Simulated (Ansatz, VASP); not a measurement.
**ZrTeSe: VASP beside Ansatz**

One calculation is typed for both programs; each brings its own data sets. How far apart do they land? The structure shown is the start of the Ansatz relaxation below; VASP solves that cell, so the two are compared at the walk's first step.

Calculated with Ansatz 0.2.0; plane waves, with VASP 6.6.1 beside it; single point at PBE.

**1. Set-up**

The cell holds 3 atoms: 1 Zr, 1 Se and 1 Te. Cell: a = 3.889 Å, b = 3.860 Å, c = 30.000 Å, α = 90.0°, β = 90.0°, γ = 120.2°. Vacuum lies along c.

**2. Ansatz: relaxation, PBE**

Ansatz runs on its PAW soft_1 files.

The two programs are compared at the cell with which this relaxation starts, whose forces are those of its first step.

input.yaml

```yaml
crystal:
  lattice:
    - [3.8889826561, 0.0, 0.0]
    - [-1.9444913281, 3.3342781973, 0.0]
    - [0.0, 0.0, 30.0]
  atoms:
    - { symbol: Zr, position: [0.0, 0.0, 0.3367355021] }
    - { symbol: Se, position: [0.3333333333, 0.6666666667, 0.3860760934] }
    - { symbol: Te, position: [0.6666666667, 0.3333333333, 0.2738550712] }
  periodic: [true, true, false]
kpoints:
  mp_grid: { grid: [12, 12, 1] }
hamiltonian:
  xc: pbe
  pseudopotentials: { kind: paw, azcp: { folder: soft_1 } }
scf:
  occupations: { method: methfessel_paxton, width: 0.2 }
output:
  forces: true
  stress: true
  eigenvalues: true
relax:
  adjacent_minimum: "off"
  f_tol: 0.001
  max_steps: 60
```

Started as:

```console
$ ansatz run input.yaml --threads 4 --pin off --max-ram 16384MiB --backend cpu --events-out ev --progress --plain --runs-dir out
```

Numbers of over 12 decimals in the logs are rounded to 6 here.

Log:

```text
Warning: output.stress: scf.convergence.dr2_threshold = 1e-9 eV (the default of a walk held to its f_tol) is looser than the 3e-10 eV advised for a printed stress (1e-10 eV for each atom of the cell: 3). What an SCF threshold leaves in a stress goes as its square root, and in the free energy as the threshold itself, and one threshold admits the most on a small cell: [figures from the program's tests cut] Every solve  [...]
Engine: ansatz 0.2.0, aarch64-unknown-linux-gnu
Pseudopotentials: kind: paw
Pseudopotential: Zr, paw, valence charge 12, recommended cutoff 420 eV (normal), soft_1/Zr.paw.azcp
Pseudopotential: Se, paw, valence charge 16, recommended cutoff 420 eV (normal), soft_1/Se.paw.azcp
Pseudopotential: Te, paw, valence charge 16, recommended cutoff 420 eV (normal), soft_1/Te.paw.azcp
Functional definition: PBE
  parameter kappa = 0.804
  parameter beta = 0.066725
  exchange = pbe_x(kappa = kappa, mu = beta*pi^2/3)
  correlation = pbe_c(beta = beta)
Crystal: 3 atoms, lattice volume = 389.009 Å³
Basis set: ecut = 420 eV, 7677 PW (Γ), exchange–correlation on 54×54×432 points (8 copies of the dense FFT grid, shifted against one another)
Bands: 27, of which v1, the nominal top of the filled ones, is band 22 counted from 1 (21 counted from 0)
Symmetry: 2 space group operations
Space group: Cm (ITA 8), of the structure as read, at distance tolerance 7.3e-5 Å
k-points: 43 of 144 (time reversal used)
Non-local potential: Zr, projectors of the file, l = 0: 3, l = 1: 2, l = 2: 2, l = 3: 1
Non-local potential: Se, projectors of the file, l = 0: 2, l = 1: 2, l = 2: 3, l = 3: 1
Non-local potential: Te, projectors of the file, l = 0: 2, l = 1: 2, l = 2: 2, l = 3: 1
PAW form: soft (Blöchl's): semilocal exchange-correlation on the pseudo side does not see the compensation charge
PAW one-centre angular grid: Zr, 590 points (default); XC on 64 Gauss nodes
PAW one-centre angular grid: Se, 590 points (default); XC on 64 Gauss nodes
PAW one-centre angular grid: Te, 590 points (default); XC on 64 Gauss nodes
Initial density: superposition of atomic densities (neutral atoms: chi_scale 0, normalization atom)
Initial wavefunctions: pseudopotential atomic-orbital guess
Functional: x = pbe(κ = 0.804, μ = 0.219515), c = pbe(β = 0.066725)
iter 1 solved again at ethr=3.05e-3 eV; its pass at ethr=3.10e-3 eV (dr2=1.34e0 eV) is discarded
SCF iter   1: F=—  HF=-16636.705160 eV  |F-HF|=—  |Δ(HF+E_count)|=         —  Δρ=1.45e-2  dr2=1.35e0  ethr=3.05e-3  ⟨swp⟩=1.1  Hψ=9435  notcnv=0
preconditioner: auto → LDOS  [insulator: Δε(μ)=0.258 eV  Ē_g=7.653 eV  σ=0.200 eV  W_gap=0.59  n_scr=36 (ndim 8)  ℏωp=7.5 eV  f_vac=0.751  D(μ)=0.46/eV (n_scr^D=4)  ε∞_Penn≈2.0  β→1.0]
SCF iter   2: F=—  HF=-16636.899691 eV  |F-HF|=—  |Δ(HF+E_count)|=   1.95e-1  S|Δr|=    0.00e0  Δρ=1.22e-2  dr2=2.39e0  ethr=3.05e-3  ⟨swp⟩=6.0  Hψ=3272  notcnv=0  defer=2
SCF iter   3: F=—  HF=-16636.392835 eV  |F-HF|=—  |Δ(HF+E_count)|=   5.07e-1  S|Δr|=    0.00e0  Δρ=3.18e-3  dr2=3.69e-1  ethr=3.05e-3  ⟨swp⟩=4.2  Hψ=3087  notcnv=0  defer=4
SCF iter   4: F=—  HF=-16636.365627 eV  |F-HF|=—  |Δ(HF+E_count)|=   2.72e-2  S|Δr|=    0.00e0  Δρ=1.33e-3  dr2=9.61e-3  ethr=8.38e-4  ⟨swp⟩=2.6  Hψ=1751  notcnv=0  defer=5
SCF iter   5: F=—  HF=-16636.365298 eV  |F-HF|=—  |Δ(HF+E_count)|=   3.29e-4  S|Δr|=    0.00e0  Δρ=3.98e-4  dr2=7.17e-4  ethr=2.18e-5  ⟨swp⟩=3.6  Hψ=2618  notcnv=0  defer=4
SCF iter   6: F=—  HF=-16636.365289 eV  |F-HF|=—  |Δ(HF+E_count)|=   9.12e-6  S|Δr|=    0.00e0  Δρ=1.23e-4  dr2=7.42e-5  ethr=1.63e-6  ⟨swp⟩=3.6  Hψ=2537  notcnv=0  defer=4
SCF iter   7: F=—  HF=-16636.365368 eV  |F-HF|=—  |Δ(HF+E_count)|=   7.87e-5  S|Δr|=    0.00e0  Δρ=2.22e-5  dr2=1.99e-6  ethr=1.69e-7  ⟨swp⟩=3.4  Hψ=2068  notcnv=0  defer=4
SCF iter   8: F=—  HF=-16636.365371 eV  |F-HF|=—  |Δ(HF+E_count)|=   2.93e-6  S|Δr|=    0.00e0  Δρ=6.93e-6  dr2=1.89e-7  ethr=4.52e-9  ⟨swp⟩=3.4  Hψ=2481  notcnv=0  defer=4
[...]
Initial wavefunctions: those handed on with the density
iter 1 solved again at ethr=1.57e-5 eV; its pass at ethr=3.10e-3 eV (dr2=6.89e-3 eV) is discarded
SCF iter   1: F=—  HF=-16636.364661 eV  |F-HF|=—  |Δ(HF+E_count)|=         —  Δρ=7.20e-4  dr2=6.46e-3  ethr=1.57e-5  ⟨swp⟩=2.7  Hψ=3907  notcnv=0  defer=5
preconditioner: auto → LDOS  [metal: Δε(μ)=0.023 eV  Ē_g=7.253 eV  σ=0.200 eV  W_gap=0.10  n_scr=36 (ndim 8)  ℏωp=7.5 eV  f_vac=0.757  D(μ)=0.76/eV (n_scr^D=4)  β→1.0]
SCF iter   2: F=—  HF=-16636.365157 eV  |F-HF|=—  |Δ(HF+E_count)|=   4.96e-4  S|Δr|=    0.00e0  Δρ=7.31e-4  dr2=1.07e-2  ethr=1.47e-5  ⟨swp⟩=3.0  Hψ=1815  notcnv=0  defer=5
SCF iter   3: F=—  HF=-16636.363646 eV  |F-HF|=—  |Δ(HF+E_count)|=   1.51e-3  S|Δr|=    0.00e0  Δρ=1.15e-4  dr2=2.68e-4  ethr=1.47e-5  ⟨swp⟩=2.2  Hψ=1543  notcnv=0  defer=5
SCF iter   4: F=—  HF=-16636.363659 eV  |F-HF|=—  |Δ(HF+E_count)|=   1.34e-5  S|Δr|=    0.00e0  Δρ=5.08e-5  dr2=4.75e-5  ethr=6.10e-7  ⟨swp⟩=3.4  Hψ=1923  notcnv=0  defer=5
SCF iter   5: F=—  HF=-16636.363661 eV  |F-HF|=—  |Δ(HF+E_count)|=   1.71e-6  S|Δr|=    0.00e0  Δρ=1.93e-5  dr2=3.26e-6  ethr=1.08e-7  ⟨swp⟩=2.7  Hψ=1650  notcnv=0  defer=5
SCF iter   6: F=-16636.363663 eV  HF=-16636.363662 eV  |F-HF|=1.60e-7  |Δ(HF+E_count)|=   1.15e-6  S|Δr|=    0.00e0  Δρ=5.29e-6  dr2=3.39e-7  ethr=1.14e-9  ⟨swp⟩=15.8  Hψ=8688  notcnv=0
SCF 2 converged in 6 iterations: F = -16636.363663 eV  dr2 = 3.39e-7
relax step   2: F+E_penalty+E_count = -16636.36366251 eV  Δ(F+E_penalty+E_count) = +1.709e-3 eV  max|allowed force component| = 1.685e-1 eV/Å  Δτ_max = 0.0307 Å  (6 SCF iters, dr2 threshold 5.00e-7 eV, rejected (line search))
[...]
relax step   3: F+E_penalty+E_count = -16636.36642295 eV  Δ(F+E_penalty+E_count) = -1.052e-3 eV  max|allowed force component| = 6.485e-3 eV/Å  Δτ_max = 0.0119 Å  (8 SCF iters, dr2 threshold 1.00e-7 eV, accepted)
[...]
relax step   4: F+E_penalty+E_count = -16636.36642775 eV  Δ(F+E_penalty+E_count) = -4.799e-6 eV  max|allowed force component| = 3.476e-3 eV/Å  Δτ_max = 0.0007 Å  (5 SCF iters, dr2 threshold 2.63e-9 eV, accepted)
[...]
relax step   5: F+E_penalty+E_count = -16636.36642962 eV  Δ(F+E_penalty+E_count) = -1.871e-6 eV  max|allowed force component| = 4.911e-4 eV/Å  Δτ_max = 0.0006 Å  (5 SCF iters, accepted)
SCF converged after 5 iterations
Stability not checked: this state was not tested for a lower state beside it, because cold or Methfessel-Paxton smearing, or corrected tetrahedra, fill the levels in a way that the test cannot read (fill_not_monotonic; see scf.lower_state_search)
Free energy (F): -16636.366430 eV
Harris-Foulkes:  -16636.366430 eV  (|F-HF|=2.38e-9)
Internal energy: -16636.366091 eV  (E = F + TS)
E sigma→0 (E₀):  -16636.366345 eV
Entropy (-TS):   -0.000339 eV (-0.113 meV/atom)
Fermi energy:    -4.902090 eV
Step filling:    the computed levels leave a gap of 0.0192 eV = 0.1 smearing widths at the electron count; against every level under it full and every level over it empty, smearing changes F+E_penalty+E_count by -0.618 meV and its σ→0 estimate by -0.534 meV
--- Per-component energies (eV) ---
  E_band       = -1397.926327
  E_kinetic    = 597.842411
  E_local      = -82557.231736  (includes V_loc(G=0)·N_el)
  E_nonlocal   = -214.564396
  E_hartree    = 40915.432718
  E_xc         = -362.188264
  E_vxc        = -374.914876  (∫ρ·V_xc dr)
  E_paw        = -9765.888216  (= ΣΔE_a)
  E_vpaw       = -679.925045  (= ΣTr[D̂ρ^β])
  E_aug_tail   = -0.000316  (compensation charges beyond the density's cutoff)
  E_ewald      = 34750.231709
  E_smearing   = -0.000339  (= −TS)
  E_closure    = -0.000000  (closes the sum)
  Σ components = -16636.366430   (vs F -16636.366430, Δ=0.00e0)
--- Forces (eV/Å), atoms counted from 1 ---
  atom   1  Zr     0.00000000    -0.00048970    -0.00004300
  atom   2  Se    -0.00000000     0.00012168     0.00004684
  atom   3  Te    -0.00000000     0.00037234    -0.00000771
  max |Σ_I F_I| component: 4.31e-6 eV/Å
--- 2D stress c σ (N/m, compression-positive) ---
        0.101115      -0.000000       0.000000
       -0.000000       0.490575       0.000000
        0.000000       0.000000       0.000000
  P = ½ c Tr σ = 0.2958 N/m
--- Band table (eV; the first three rows and the last of 43) ---
  k-point 0: bands = [... 18 lower, -7.6304, -6.5417, -4.6778, -4.6147, -4.2614, -4.1981, -3.7671, -1.1236, ... 1 higher]
  k-point 1: bands = [... 18 lower, -7.6700, -6.3617, -5.3271, -5.0540, -4.1065, -3.8739, -3.5394, -1.4580, ... 1 higher]
  k-point 2: bands = [... 18 lower, -7.6266, -6.5153, -6.0374, -5.4870, -4.2496, -3.4267, -3.2633, -1.8820, ... 1 higher]
  k-point 42: bands = [... 18 lower, -7.9853, -7.5940, -7.2678, -6.6927, -3.8083, -3.3241, -2.7129, -1.7654, ... 1 higher]
--- Relaxed structure (5 steps of the walk, 4 accepted, 0 SCFs on fresh bases) ---
  F+E_penalty+E_count = -16636.36642962 eV   max|allowed force component| = 4.911e-4 eV/Å
  cell:  # Å, volume = 389.0085 Å³
    - [3.8889826561, 2.915906980743348e-11, 0.0]
    - [-1.944491328075, 3.334278, 0.0]
    - [0.0, 0.0, 30.0]
  atoms:
    - { symbol: Zr, position: [-0.00023889, -0.00047778, 0.336718] }
    - { symbol: Se, position: [0.334367, 0.668733, 0.386410] }
    - { symbol: Te, position: [0.665872, 0.331745, 0.273538] }
```

The column dr2 measures how far the density is from self-consistency, as an energy; F and HF (Harris–Foulkes) agree once it is small.

**3. VASP: single point, PBE, start cell, pair 1**

The same cell, functional, mesh and smearing now go to VASP, with its own data sets.

Lines of VASP's logs that name or quote its potential files are left out, and so is its time.

INCAR

```
SYSTEM = ZrTeSe
PREC = Accurate
ENCUT = 400
EDIFF = 1E-06
NELM = 120
ISMEAR = 1
SIGMA = 0.2
LREAL = .FALSE.
ALGO = Normal
GGA = PE
NBANDS = 18
LASPH = .TRUE.
LORBIT = 11
LWAVE = .FALSE.
LCHARG = .FALSE.
ISIF = 2
LDIPOL = .TRUE.
IDIPOL = 3
DIPOL = 0.5 0.5 0.332
LVHAR = .TRUE.
GGA_COMPAT = .FALSE.
NELMDL = -8
KPAR = 2
```

POSCAR

```
ZrTeSe
1.0
    3.8889826561      0.0000000000      0.0000000000
   -1.9444913281      3.3342781973      0.0000000000
    0.0000000000      0.0000000000     30.0000000000
Zr Se Te
1 1 1
Direct
    0.0000000000      0.0000000000      0.3367355000
    0.3333333136      0.6666666272      0.3860761000
    0.6666665724      0.3333333136      0.2738550667
```

KPOINTS

```
Automatic mesh
0
Gamma
12 12 1
0 0 0
```

The projector-augmented-wave data sets are Zr_sv, Se and Te (PBE family, release 64).

Started as:

```console
$ mpirun -np 2 vasp_std
```

Log:

```text
[banner, memory and clock lines left out]
running    2 mpi-ranks, on    1 nodes
 distrk:  each k-point on    1 cores,    2 groups
 distr:  one band on    1 cores,    1 groups

 POSCAR found type information on POSCAR ZrSeTe
 POSCAR found :  3 types and       3 ions
 LDA part: xc-table for (Slater+PW92), standard interpolation
 POSCAR, INCAR and KPOINTS ok, starting setup
 FFT: planning ... GRIDC
 FFT: planning ... GRID_SOFT
 FFT: planning ... GRID
 WAVECAR not read
 entering main loop
       N       E                     dE             d eps       ncg     rms          rms(c)
DAV:   1     0.134567633077E+03    0.13457E+03   -0.87496E+03  2068   0.772E+02
DAV:   2    -0.390447134465E+01   -0.13847E+03   -0.13579E+03  2142   0.186E+02
DAV:   3    -0.193485127930E+02   -0.15444E+02   -0.15406E+02  2902   0.558E+01
DAV:   4    -0.198654204045E+02   -0.51691E+00   -0.51585E+00  2260   0.928E+00
DAV:   5    -0.198849979493E+02   -0.19578E-01   -0.19563E-01  2464   0.168E+00
DAV:   6    -0.198852830919E+02   -0.28514E-03   -0.28512E-03  2270   0.226E-01
DAV:   7    -0.198852900180E+02   -0.69261E-05   -0.69261E-05  2396   0.308E-02
DAV:   8    -0.198852901792E+02   -0.16118E-06   -0.16093E-06  2136   0.490E-03    0.124E+01
DAV:   9    -0.186170021518E+02    0.12683E+01   -0.56417E+00  1710   0.119E+01    0.581E+00
DAV:  10    -0.185464057781E+02    0.70596E-01   -0.10259E+00  2014   0.443E+00    0.235E+00
DAV:  11    -0.185255652394E+02    0.20841E-01   -0.20025E-01  2084   0.219E+00    0.843E-01
DAV:  12    -0.185250163979E+02    0.54884E-03   -0.14626E-02  2094   0.764E-01    0.295E-01
DAV:  13    -0.185238891920E+02    0.11272E-02   -0.25415E-03  2266   0.340E-01    0.115E-01
DAV:  14    -0.185234586194E+02    0.43057E-03   -0.81918E-04  2248   0.154E-01    0.684E-02
[...]
DAV:  20    -0.185237552096E+02   -0.59874E-04   -0.36383E-06  1874   0.590E-03    0.295E-03
DAV:  21    -0.185237701829E+02   -0.14973E-04   -0.19642E-07  1680   0.195E-03    0.107E-03
DAV:  22    -0.185237907786E+02   -0.20596E-04   -0.11965E-06  1692   0.273E-03    0.944E-04
DAV:  23    -0.185237974588E+02   -0.66802E-05   -0.13377E-07  1558   0.112E-03    0.275E-04
DAV:  24    -0.185238039775E+02   -0.65187E-05   -0.25299E-07  1484   0.116E-03    0.261E-04
DAV:  25    -0.185238052442E+02   -0.12667E-05   -0.11191E-08  1384   0.376E-04    0.141E-04
DAV:  26    -0.185238069843E+02   -0.17401E-05   -0.37337E-08  1426   0.453E-04    0.120E-04
DAV:  27    -0.185238072930E+02   -0.30870E-06   -0.31005E-09  1296   0.193E-04
   1 F= -.18523807E+02 E0= -.18523831E+02  d E =0.709031E-04
```

Parts of OUTCAR (step 3):

```text
ion  position               nearest neighbor table
   1  0.000  0.000  0.337-   2 2.67   2 2.68   2 2.68   3 2.92   3 2.93   3 2.93
   2  0.333  0.667  0.386-   1 2.67   1 2.68   1 2.68
   3  0.667  0.333  0.274-   1 2.92   1 2.93   1 2.93

  LATTYP: Found a base centered orthorhombic cell.
 ALAT       =     3.8889826561
 B/A-ratio  =     1.7147302995
 C/A-ratio  =     7.7140997152

 Subroutine GETGRP returns: Found  2 space group operations
 (whereof  2 operations were pure point group operations)

The static configuration has the point symmetry C_1h.

 Found     43 irreducible k-points:

   k-points           NKPTS =     43   k-points in BZ     NKDIM =     43   number of bands    NBANDS=     18

   dimension x,y,z NGX =    28 NGY =   28 NGZ =  196
   dimension x,y,z NGXF=    56 NGYF=   56 NGZF=  392

   ENCUT  =  400.0 eV  29.40 Ry    5.42 a.u.   6.34  6.29 48.92*2*pi/ulx,y,z

   NELECT =      24.0000    total number of electrons

 k-points in reciprocal lattice and weights: Automatic mesh
   0.00000000  0.00000000  0.00000000       0.007
   0.08333333  0.00000000  0.00000000       0.028
   0.16666667 -0.00000000  0.00000000       0.028
   0.25000000 -0.00000000  0.00000000       0.028
   0.33333333 -0.00000000  0.00000000       0.028
   0.41666667  0.00000000  0.00000000       0.028
   0.50000000 -0.00000000  0.00000000       0.014
   0.00000000  0.08333333  0.00000000       0.014
   0.08333333  0.08333333  0.00000000       0.028
[...]
0.16666667  0.41666667  0.00000000       0.014
   0.00000000  0.50000000  0.00000000       0.007

 dipolmoment           0.000000      0.000000      0.000862 electrons x Angstroem

 average (electrostatic) potential at core
       1 -87.3481       2 -60.8114       3 -96.5205

 E-fermi :  -2.6079

 k-point     1 :       0.0000    0.0000    0.0000
  band No.  band energies     occupation
    ...
      6     -13.8124      2.00000
      7      -6.9890      2.00000
      8      -5.4393      2.00000
      9      -5.3894      2.00000
     10      -4.2405      2.00000
     11      -2.3949     -0.06127
     12      -2.3333     -0.06543
     13      -1.9781     -0.00008
     14      -1.9253     -0.00002
     15      -1.4555     -0.00000
    ...

 k-point     2 :       0.0833    0.0000    0.0000
  band No.  band energies     occupation
    ...
      8      -5.6428      2.00000
      9      -5.3786      2.00000
     10      -4.0701      2.00000
     11      -3.0960      2.00301
     12      -2.7201      1.80331
     13      -1.8560     -0.00000
     14      -1.5532     -0.00000
     15      -1.2258     -0.00000
     16       0.8353     -0.00000
     17       1.2837     -0.00000
    ...

 k-point     3 :       0.1667   -0.0000    0.0000
  band No.  band energies     occupation
    ...
      8      -6.0140      2.00000
      9      -5.3316      2.00000
     10      -4.2668      2.00000
     11      -3.7576      2.00000
     12      -3.1461      2.00095
     13      -1.9924     -0.00012
     14      -1.1074     -0.00000
     15      -0.9395     -0.00000
     16       0.4040     -0.00000
     17       1.1789     -0.00000
    ...

  Total        0.2014786      0.6117982      0.2976167     -0.0000000      0.1068619     -0.0000000
  in kB        0.8298133      2.5197631      1.2257695     -0.0000000      0.4401233     -0.0000000
  external PRESSURE =       1.5251153 kB  Pullay stress =       0.0000000 kB

  energy-cutoff  :      400.00
  volume of cell :      389.01
      direct lattice vectors                 reciprocal lattice vectors
     3.888982656  0.000000000  0.000000000     0.257136657  0.149957493  0.000000000
    -1.944491328  3.334278197  0.000000000     0.000000000  0.299914986  0.000000000
     0.000000000  0.000000000 30.000000000     0.000000000  0.000000000  0.033333333

 POSITION                                       TOTAL-FORCE (eV/Angst)
 -----------------------------------------------------------------------------------
      0.00000      0.00000     10.10207         0.000000     -0.019941     -0.010386
     -0.00000      2.22285     11.58228        -0.000000      0.043040      0.106433
      1.94449      1.11143      8.21565         0.000000     -0.023099     -0.096047
 -----------------------------------------------------------------------------------
    total drift:                                0.000095     -0.000066      0.000156

  FREE ENERGIE OF THE ION-ELECTRON SYSTEM (eV)
  ---------------------------------------------------
  free  energy   TOTEN  =       -18.5238072930 eV

  energy  without entropy=      -18.5238781961  energy(sigma->0) =      -18.52383093

 vacuum level on the upper side and lower side of the slab         2.296         2.284

 total charge
# of ion       s       p       d       tot
------------------------------------------
    1        2.165   5.996   1.493   9.654
    2        1.459   2.409   0.027   3.895
    3        1.379   2.024   0.029   3.432
--------------------------------------------------
tot          5.003  10.429   1.550  16.981

[... 3 further parts left out ...]
```

The run ends at a pressure of 0.15 GPa, with forces up to 0.11 eV/Å.

**4. Comparison**

Known differences besides the potentials themselves: Ansatz cuts the interaction across the vacuum, VASP repeats the sheet with a dipole correction; the data sets hold 44 valence electrons in Ansatz (on its PAW soft_1 files) and 24 in VASP; the cutoff is 420 eV in Ansatz and 400 eV in VASP. Total energies have different zeros and are not compared.

Forces (eV/Å; atoms numbered as in POSCAR):

| atom | Ansatz x, y, z | VASP x, y, z |
| --- | --- | --- |
| Zr1 | 0.000, -0.020, -0.007 | 0.000, -0.020, -0.010 |
| Se2 | 0.000, 0.042, 0.089 | 0.000, 0.043, 0.106 |
| Te3 | 0.000, -0.023, -0.082 | 0.000, -0.023, -0.096 |

The forces differ by 7.4 meV/Å r.m.s., which is 14.4 % of the r.m.s. force of 0.051 eV/Å (both taken over all components). With vacuum in the cell, a pressure given here is an average over mostly empty space and none of the material.

**5. Ansatz: relaxation, PBE**

The two programs are compared at the cell with which this relaxation starts, whose forces are those of its first step.

The structure compared here is the start of the Ansatz relaxation; VASP solves that cell, so the two are compared at the walk's first step.

Changes to input.yaml since step 2:

```diff
@@ -2,4 +2,4 @@
   lattice:
-    - [3.8889826561, 0.0, 0.0]
-    - [-1.9444913281, 3.3342781973, 0.0]
+    - [3.9278724827, 0.0, 0.0]
+    - [-1.9639362414, 3.3679577751, 0.0]
     - [0.0, 0.0, 30.0]
```

Started as:

```console
$ ansatz run input.yaml --threads 4 --pin off --max-ram 16384MiB --backend cpu --events-out ev --progress --plain --runs-dir out
```

Log:

```text
[...]
Crystal: 3 atoms, lattice volume = 396.867 Å³
Basis set: ecut = 420 eV, 7857 PW (Γ), exchange–correlation on 54×54×432 points (8 copies of the dense FFT grid, shifted against one another)
Bands: 27, of which v1, the nominal top of the filled ones, is band 22 counted from 1 (21 counted from 0)
Symmetry: 2 space group operations
[...]
F+E_penalty+E_count = -16636.36641171 eV   max|allowed force component| = 1.659e-4 eV/Å
  cell:  # Å, volume = 396.8673 Å³
    - [3.9278724827, 2.915611434288852e-11, 0.0]
    - [-1.963936241375, 3.367958, 0.0]
    - [0.0, 0.0, 30.0]
  atoms:
    - { symbol: Zr, position: [-0.000251386, -0.000502772, 0.336759] }
    - { symbol: Se, position: [0.334318, 0.668636, 0.385750] }
    - { symbol: Te, position: [0.665933, 0.331867, 0.274158] }
[key lines of the parts left out:]
SCF converged after 5 iterations
Free energy (F): -16636.366412 eV
Fermi energy:    -4.902035 eV
P = ½ c Tr σ = -0.2991 N/m
```

[end of part 1 of 2]

[Lines on the potential files, build, host, timing and source positions are cut from VASP's logs without a mark.]

[Logs are printed without paths, hosts, clocks, repeated set-up lines and the standing remarks that a program may print on its own settings, such as how far it seeks lower states.]

[Hosts, paths, dates, database ids (printed as entryN), source tags and the programs' standing remarks are cut or masked in the printed files.]
